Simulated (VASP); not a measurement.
An input for Quantum ESPRESSO's pw.x (written as the equivalent of a VASP run, and not itself run):

```
&CONTROL
  calculation = 'vc-relax'
  pseudo_dir = './pseudo'
  outdir = './out'
  tprnfor = .true.
  tstress = .true.
  nstep = 40
  forc_conv_thr = 0.00078
/
&SYSTEM
  ibrav = 0
  nat = 3
  ntyp = 2
  ecutwfc = 70
  occupations = 'smearing'
  smearing = 'methfessel-paxton'
  degauss = 0.00735
  input_dft = 'pz'
/
&ELECTRONS
  conv_thr = 7.3e-08
  electron_maxstep = 100
/
&IONS
/
&CELL
  press = 50
/
ATOMIC_SPECIES
  Si 28.085 Si.upf
  W 183.840 W.upf
CELL_PARAMETERS angstrom
    -1.5937739    1.5937739    3.8913069
     1.5937739   -1.5937739    3.8913069
     1.5937739    1.5937739   -3.8913069
ATOMIC_POSITIONS crystal
  Si   0.6653412  0.6653412  0.0000000
  Si   0.3346588  0.3346588  0.0000000
  W    0.0000000  0.0000000  0.0000000
K_POINTS automatic
  13 13 13 0 0 0
```

Question: Translate this input to VASP (INCAR, KPOINTS, POSCAR, choice of POTCAR).

Answer: This is not unique; one that fits is 
**POSCAR**
```
WSi2
1
   -1.5937739063     1.5937739063     3.8913068932
    1.5937739063    -1.5937739063     3.8913068932
    1.5937739063     1.5937739063    -3.8913068932
Si W
2 1
Direct
  0.6653411640   0.6653411640   0.0000000000
  0.3346588360   0.3346588360   0.0000000000
  0.0000000000   0.0000000000   0.0000000000
```

**KPOINTS**
```
Automatic mesh
0
Gamma
13 13 13
0 0 0
```

### INCAR
```
ALGO = Normal
EDIFF = 1E-6
EDIFFG = -0.02
ENCUT = 500
IBRION = 2
ISIF = 3
ISMEAR = 1
LASPH = .True.
LCHARG = .False.
LMAXMIX = 6
LREAL = .False.
LWAVE = .False.
NELM = 100
NSW = 40
PREC = Accurate
PSTRESS = 50
SIGMA = 0.1
SYSTEM = WSi2
```

POTCAR, in this order: Si W_sv (LDA.64 set). Program: vasp_std.

What does not carry over: the potentials are each code's own (VASP's PAW set, PseudoDojo norm-conserving files in pw.x), so ENCUT and ecutwfc are chosen apart and not converted; conv_thr bounds pw.x's estimated SCF error, while EDIFF bounds the energy change between steps; forc_conv_thr acts on force components and is met together with etot_conv_thr.

The compound is WSi2 in the MoSi2 type structure. This run relaxes it under an external pressure of 5 GPa. Symmetry was kept, so distortions that lower it aren't found.
